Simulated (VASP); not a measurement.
Here is the system:

```
SrCl2
1.0
    0.00000     3.56729     3.56729
    3.56729     0.00000     3.56729
    3.56729     3.56729     0.00000
Sr Cl
1 2
Direct
  0.00000   0.00000   0.00000
  0.75000   0.75000   0.75000
  0.25000   0.25000   0.25000
```

All values below come from PBE GGA, VASP's PBE PAW potentials (set 64) (plane waves; VASP). Run with 300 eV cut-off, 6×6×6 Γ-centred mesh, Gaussian smearing of 0.010 eV, potentials Sr_sv Cl.

At this cut-off the stress carries a Pulay error, which pulls relaxed volumes low.

Problem. Give the stress tensor in GPa (positive for a compressed cell).

Solution. 
```
-1.42   0.00   0.00
 0.00  -1.42   0.00
 0.00   0.00  -1.42
```
The pressure is its mean diagonal, -1.42 GPa.

The structure comes from a computed database's SrCl2 entry; how it stands against other phases isn't given here. The cell was not relaxed at this level.
